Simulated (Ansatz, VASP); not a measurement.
# Si2Mo in two plane-wave programs, part 2 of 2

One calculation is typed for both programs; each brings its own data sets and cutoff. How far apart do they land? The cell is taken from a series of VASP runs on this material, whose earlier steps may have relaxed, scaled or displaced it; both programs get it as it stands.

VASP 6.6.1 and Ansatz 0.2.0.

So far: Starting point; VASP: zone-centre phonons, PBE with D3(BJ).

### Step 3. Ansatz: zone-centre phonons, PBE with D3(BJ)

Level of this step: Ansatz beside VASP: Kohn-Sham DFT, plane waves, PBE with D3(BJ) (Ansatz).

Ansatz runs on its default PAW (the set named soft_2) files.

The same cell, functional, mesh and smearing now go to Ansatz, which takes its cutoff from its data sets.

Input file input.yaml:

```yaml
crystal:
  lattice:
    - [-1.5890689334, 1.5890689334, 3.8950969645]
    - [1.5890689334, -1.5890689334, 3.8950969645]
    - [1.5890689334, 1.5890689334, -3.8950969645]
  atoms:
    - { symbol: Si, position: [0.3347889275, 0.3347889275, 0.0] }
    - { symbol: Si, position: [0.6652110725, 0.6652110725, 0.0] }
    - { symbol: Mo, position: [0.0, 0.0, 0.0] }
hamiltonian:
  xc: pbe
  pseudopotentials: { kind: paw }
  dispersion: d3bj
kpoints:
  mp_grid: { grid: [17, 17, 17] }
scf:
  occupations: { method: methfessel_paxton, width: 0.2 }
phonons:
  method: dfpt
  qpoints: [[0, 0, 0]]
```

Command:

```console
> ansatz run input.yaml --threads 4 --pin off --max-ram 9216MiB --backend cpu --events-out ev --progress --plain --runs-dir out
```

Numbers of over 12 decimals in the logs are rounded to 6 here.

The log of the run:

```text
zone centre: on kpoints.mp_grid the ground state, and the responses unless they are solved on pairs of k-points, stand on 729 of the mesh's 4913 k-points, reduced under 4 symmetry operations, with k and −k counted as one. Each operation leaves every solved displacement unchanged or reverses it
Engine: ansatz 0.2.0, aarch64-unknown-linux-gnu
Pseudopotentials: kind: paw
Pseudopotential: Si, paw, valence charge 4, recommended cutoff 420 eV (normal), Si.paw.azcp
Pseudopotential: Mo, paw, valence charge 14, recommended cutoff 420 eV (normal), Mo.paw.azcp
Functional definition: PBE
  parameter kappa = 0.804
  parameter beta = 0.066725
  exchange = pbe_x(kappa = kappa, mu = beta*pi^2/3)
  correlation = pbe_c(beta = beta)
Crystal: 3 atoms, lattice volume = 39.343 Å³
Basis set: ecut = 420 eV, 769 PW (Γ), exchange–correlation on 64×64×64 points (8 copies of the dense FFT grid, shifted against one another)
Bands: 15, of which v1, the nominal top of the filled ones, is band 11 counted from 1 (10 counted from 0)
Symmetry: 16 space group operations
k-points: 729 of 4913 (irreducible under 4 space group operations, time reversal used)
Non-local potential: Si, projectors of the file, l = 0: 2, l = 1: 2, l = 2: 2
Non-local potential: Mo, projectors of the file, l = 0: 3, l = 1: 2, l = 2: 2, l = 3: 1
PAW form: soft (Blöchl's): semilocal exchange-correlation on the pseudo side does not see the compensation charge
PAW one-centre angular grid: Si, 110 points (default); XC on 64 Gauss nodes
PAW one-centre angular grid: Mo, 590 points (default); XC on 64 Gauss nodes
Initial density: superposition of atomic densities (neutral atoms: chi_scale 0, normalization atom), corrected by the library's trained network
Initial wavefunctions: pseudopotential atomic-orbital guess
Functional: x = pbe(κ = 0.804, μ = 0.219515), c = pbe(β = 0.066725)
SCF iter   1: F=—  HF=-6230.864851 eV  |F-HF|=—  |Δ(HF+E_count)|=         —  Δρ=4.69e-3  dr2=8.17e-3  ethr=1.77e-3  ⟨swp⟩=5.0  Hψ=59575  notcnv=0
preconditioner: auto → Kerker (q_TF=auto, 2.476 Å⁻¹)  [metal: Δε(μ)=0.013 eV  Ē_g=7.882 eV  σ=0.200 eV  W_gap=0.05  n_scr=10 (ndim 8)  ℏωp=22.2 eV  f_vac=0.000  D(μ)=0.22/eV (n_scr^D=0)]
SCF iter   2: F=—  HF=-6230.863726 eV  |F-HF|=—  |Δ(HF+E_count)|=   1.13e-3  S|Δr|=    0.00e0  Δρ=2.54e-3  dr2=2.46e-3  ethr=3.72e-5  ⟨swp⟩=1.1  Hψ=16855  notcnv=0
SCF iter   3: F=—  HF=-6230.863213 eV  |F-HF|=—  |Δ(HF+E_count)|=   5.12e-4  S|Δr|=    0.00e0  Δρ=4.51e-4  dr2=1.50e-4  ethr=1.12e-5  ⟨swp⟩=2.6  Hψ=18469  notcnv=0
SCF iter   4: F=—  HF=-6230.863181 eV  |F-HF|=—  |Δ(HF+E_count)|=   3.20e-5  S|Δr|=    0.00e0  Δρ=1.44e-4  dr2=6.13e-6  ethr=6.83e-7  ⟨swp⟩=2.3  Hψ=14439  notcnv=0
SCF iter   5: F=—  HF=-6230.863180 eV  |F-HF|=—  |Δ(HF+E_count)|=   1.34e-6  S|Δr|=    0.00e0  Δρ=2.48e-5  dr2=2.44e-7  ethr=2.79e-8  ⟨swp⟩=2.1  Hψ=15450  notcnv=0
SCF iter   6: F=—  HF=-6230.863180 eV  |F-HF|=—  |Δ(HF+E_count)|=   9.78e-8  S|Δr|=    0.00e0  Δρ=4.28e-6  dr2=5.58e-9  ethr=1.11e-9  ⟨swp⟩=2.3  Hψ=15979  notcnv=0
SCF iter   7: F=—  HF=-6230.863180 eV  |F-HF|=—  |Δ(HF+E_count)|=  1.66e-10  S|Δr|=    0.00e0  Δρ=5.61e-7  dr2=9.81e-11  ethr=2.54e-11  ⟨swp⟩=2.6  Hψ=17384  notcnv=0
SCF iter   8: F=-6230.863180 eV  HF=-6230.863180 eV  |F-HF|=9.09e-13  |Δ(HF+E_count)|=  4.55e-12  S|Δr|=    0.00e0  Δρ=8.70e-8  dr2=2.59e-12  ethr=1.00e-12  ⟨swp⟩=5.1  Hψ=43257  notcnv=0
SCF 1 converged in 8 iterations: F = -6230.863180 eV  dr2 = 2.59e-12
  greatest PAW one-centre occupation: 0.998 electrons in one spin orbital (limit 2), on the Mo atom at site 2 (counted from 0), in its partial waves of l = 0
DFPT response loops at Γ: preconditioner auto → Kerker (q_TF=auto, 2.476 Å⁻¹) (partly filled bands, converged f_vac=0.000); β = 1.00, the filter's whole step (`scf.mixing.beta` (0.50) is not read by the response loops under this deck's `scf.mixing.preconditioner`; to damp them name `kerker` or `kerker_dos`, under which they read `scf.mixing.beta`, and type it under 1.00, their step now; both keys bind the ground state too); Broyden in place of MSR1
SCF converged after 8 iterations
Stability not checked: this state was not tested for a lower state beside it, because cold or Methfessel-Paxton smearing, or corrected tetrahedra, fill the levels in a way that the test cannot read (fill_not_monotonic; see scf.lower_state_search)
Free energy (F): -6230.863180 eV
Harris-Foulkes:  -6230.863180 eV  (|F-HF|=9.09e-13)
Internal energy: -6230.863536 eV  (E = F + TS)
E sigma→0 (E₀):  -6230.863269 eV
Entropy (-TS):   0.000356 eV (0.119 meV/atom)
Fermi energy:    16.400644 eV
--- Per-component energies (eV) ---
  E_band       = -38.193878
  E_kinetic    = 533.539923
  E_local      = -1133.887610  (includes V_loc(G=0)·N_el)
  E_nonlocal   = 193.059367
  E_hartree    = 424.125876
  E_xc         = -299.333901
  E_vxc        = -329.967116  (∫ρ·V_xc dr)
  E_paw        = -4226.998529  (= ΣΔE_a)
  E_vpaw       = -149.190262  (= ΣTr[D̂ρ^β])
  E_aug_tail   = 0.000026  (compensation charges beyond the density's cutoff)
  E_ewald      = -1719.598425
  E_disp       = -1.770264  (pairwise vdW)
  E_smearing   = 0.000356  (= −TS)
  E_closure    = 0.000000  (closes the sum)
  Σ components = -6230.863180   (vs F -6230.863180, Δ=0.00e0)
--- Band table (eV; the first three rows and the last of 729) ---
  k-point 0: bands = [... 7 lower, 13.2470, 13.7170, 13.7170, 16.7829, 19.5080, 19.6871, 20.0000, 20.0000]
  k-point 1: bands = [... 7 lower, 13.2794, 13.4306, 14.2043, 16.3600, 19.3237, 19.7479, 19.8601, 20.0553]
  k-point 2: bands = [... 7 lower, 12.7564, 13.3805, 14.8098, 15.3784, 18.8494, 19.8053, 20.1000, 20.1833]
  k-point 728: bands = [... 7 lower, 14.0095, 15.7130, 15.7444, 15.8178, 15.9547, 17.0920, 21.3102, 21.9422]
--- Phonons (Γ-DFPT): 4 representative perturbations + reference, on 729 of 4913 k-points (Σ response iterations 12) ---
  k mesh reduced under 4 symmetry operations, with k and −k counted as one. Each operation leaves every solved displacement unchanged or reverses it
  ASR residual: 3.538e-5 → 0.000e0 eV/Å²; symmetrization residual: 6.381e-6 eV/Å²
  pairwise dispersion correction: d3bj (s6 = 1.0, s8 = 0.7875, a1 = 0.4289, a2_bohr = 4.4407), with the weights of each atom's references fixed at the reference crystal's, and the forces and stress that the weights' published response gives there kept as a pressure on the atom's counted neighbours (hamiltonian.dispersion)
  ASR residual per site (eV/Å²): 1.91e-5 1.91e-5 3.54e-5
  Γ frequencies (cm⁻¹): 0.00 0.00 0.00 286.46 286.46 331.44 341.68 341.68 445.88
  non-analytic LO–TO correction: not included (Born effective charges unavailable; polar crystals: no LO–TO splitting at Γ)
--- Phonons (arbitrary-q DFPT): 1 explicit q-point ---
  q = [0, 0, 0] (of the zone-centre solve; hermiticity 8.92e-7, symmetrization 1.44e-14): 0.00 0.00 0.00 286.46 286.46 331.44 341.68 341.68 445.88
  sum rule: each row above includes the acoustic sum rule's correction from the zone centre's row sums; it moved no ω² by more than (0.43 cm⁻¹)²
```

Elapsed: 55 s, on 4 threads of Arm Neoverse V1, shared host; peak memory 1.5 GiB.

### Step 4. Side by side

Known differences besides the potentials themselves: the cutoff is 420 eV in Ansatz and 400 eV in VASP; Ansatz takes the dispersion share of the force constants at frozen C6 weights, VASP differentiates the full forces; VASP uses finite displacements, Ansatz perturbation theory. Total energies have different zeros and are not compared.

The two programs side by side:

| quantity | Ansatz | VASP | difference |
| --- | --- | --- | --- |
| optical mode 1 to 2 (cm⁻¹) | 286.5 | 287.4 | -0.32 % |
| optical mode 3 (cm⁻¹) | 331.4 | 332.5 | -0.32 % |
| optical mode 4 to 5 (cm⁻¹) | 341.7 | 341.7 | +0.00 % |
| optical mode 6 (cm⁻¹) | 445.9 | 445.6 | +0.05 % |

Modes are paired by rising frequency and degeneracy, not by their patterns, so a pair may still set unlike modes beside each other.

### Step 5. What came out

| Quantity | Value |
| --- | --- |
| r.m.s. difference of the optical zone-centre modes, each program's sorted by frequency (zone-centre phonons, PBE with D3(BJ)) | 0.70 cm⁻¹ |

**Reading.** The r.m.s. difference of the optical zone-centre modes, each program's sorted by frequency is 0.70 cm⁻¹ (zone-centre phonons, PBE with D3(BJ)). Such differences can come from data sets, numerical settings and the points named under the comparisons, not from the functional's error against experiment.

[Lines on the potential files, build, host, timing and source positions are cut from VASP's logs without a mark.]

[Logs are printed without paths, hosts, clocks, repeated set-up lines and the standing remarks that a program may print on its own settings, such as how far it seeks lower states.]

[Hosts, paths, dates, database ids (printed as entryN), source tags and the programs' standing remarks are cut or masked in the printed files.]
